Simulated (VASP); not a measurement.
All values below come from LDA (Ceperley-Alder, Perdew-Zunger), VASP's LDA PAW potentials (set 64) (plane waves; VASP).

VASP input:

File KPOINTS:
```
K-points
0
G
13 13 13
```

INCAR:
```
LWAVE  =  .False.
EDIFF  =  1E-6   # SCF stop (eV)
ALGO  =  Normal   # blocked Davidson
NSW  =  40   # most ionic steps
PSTRESS  =  200   # kbar
EDIFFG  =  -0.02   # ionic stop
LMAXMIX  =  4   # l cut-off of mixed one-centre charges
ENCUT  =  500   # plane-wave cut-off (eV)
NELM  =  100
IBRION  =  2
LCHARG  =  .False.
SYSTEM  =  TiCo
ISMEAR  =  1   # Methfessel-Paxton
ISIF  =  3
SIGMA  =  0.1
LASPH  =  .True.   # aspherical one-centre terms
PREC  =  Accurate
LREAL  =  .False.
```

### POSCAR
```
TiCo
1
    2.8583347769     0.0000000000     0.0000000000
    0.0000000000     2.8583347769     0.0000000000
    0.0000000000     0.0000000000     2.8583347769
Ti Co
1 1
Direct
  0.0000000000   0.0000000000   0.0000000000
  0.5000000000   0.5000000000   0.5000000000
```

POTCAR, in this order: Ti_sv Co (LDA.64 set). Program: vasp_std.

### Question
What will the output report for the number of irreducible k-points (NKPTS), largest plane-wave count, number of space-group operations, FFT grid (NGX, NGY, NGZ)?

### Answer

number of irreducible k-points (NKPTS): 84
largest plane-wave count: 619
number of space-group operations: 48
FFT grid (NGX, NGY, NGZ): 24 × 24 × 24

The compound is TiCo in the CsCl type structure. This run relaxes it under an external pressure of 20 GPa. Symmetry was kept, so distortions that lower it aren't found. The run is not spin-polarised, so no magnetic state was tried. The electron count is odd and the run is not spin-polarised, which forces a metal.
